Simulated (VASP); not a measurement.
The system is Zr3PdSe4.

```xyz
8
Lattice="4.7919 0.0000 0.0000 -2.3960 4.1499 0.0000 0.0000 0.0000 9.3983" Properties=species:S:1:pos:R:3 pbc="T T T"
Zr    0.0000    2.7666    4.6992
Zr    2.3960    1.3833    4.6992
Zr    0.0000    0.0000    0.0000
Pd    0.0000    0.0000    4.6992
Se    0.0000    2.7666    1.8753
Se    0.0000    2.7666    7.5230
Se    2.3960    1.3833    7.5230
Se    2.3960    1.3833    1.8753
```

The cell was built by a generator and needn't be a form met in nature.

```yaml
Program: VASP 6.6.1
Task: relaxation of cell and atoms
Functional: PBE
Potentials_or_basis: VASP PAW PBE potentials, release 64 (Zr_sv, Pd, Se)
Cutoff: 520 eV
k_mesh: 4 × 4 × 2
Occupations: gaussian, width 0.15 eV
Spin: no spin polarisation
```

At the start: pressure -0.7 GPa; volume 23.36 Å³/atom.

Question: Where does the relaxation end?

Answer: Over 11 steps the energy falls by 165.8 meV/atom and the volume is 22.26 Å³/atom (-4.7 %); space group P6/mmm (No. 191, to 0.05 Å).

Step by step:
| step | energy change (eV) | largest force (eV/Å) | pressure (GPa) | volume (Å³) |
| --- | --- | --- | --- | --- |
| 1 | 0.0000 | 0.8896 | -0.70 | 186.90 |
| 2 | -0.8668 | 1.3246 | -0.33 | 183.45 |
| 3 | -0.8867 | 1.4366 | 0.00 | 182.75 |
| 4 | -1.2206 | 0.6422 | -1.04 | 181.89 |
| 5 | -1.2888 | 0.0521 | -1.40 | 181.30 |
| 6 | -1.3174 | 0.0238 | 1.11 | 175.20 |
| 7 | -1.3249 | 0.0040 | 0.33 | 177.04 |
| 8 | -1.3250 | 0.0004 | 0.34 | 177.12 |
| 9 | -1.3152 | 0.0280 | -0.58 | 179.21 |
| 10 | -1.3248 | 0.0057 | 0.17 | 177.26 |
| 11 | -1.3262 | 0.0197 | -0.13 | 178.07 |

Final structure:
```
Zr Pd Se
1.0
     4.92199    0.00000    0.00000
    -2.46100    4.26257    0.00000
     0.00000    0.00000    8.48756
Zr Pd Se
3 1 4
Direct
  0.33333 0.66667 0.50000
  0.66667 0.33333 0.50000
  0.00000 0.00000 0.00000
  0.00000 0.00000 0.50000
  0.33333 0.66667 0.17670
  0.33333 0.66667 0.82330
  0.66667 0.33333 0.82330
  0.66667 0.33333 0.17670
```

Caveat: the k mesh is coarse (spacing up to 0.38 Å⁻¹), so the values aren't converged.
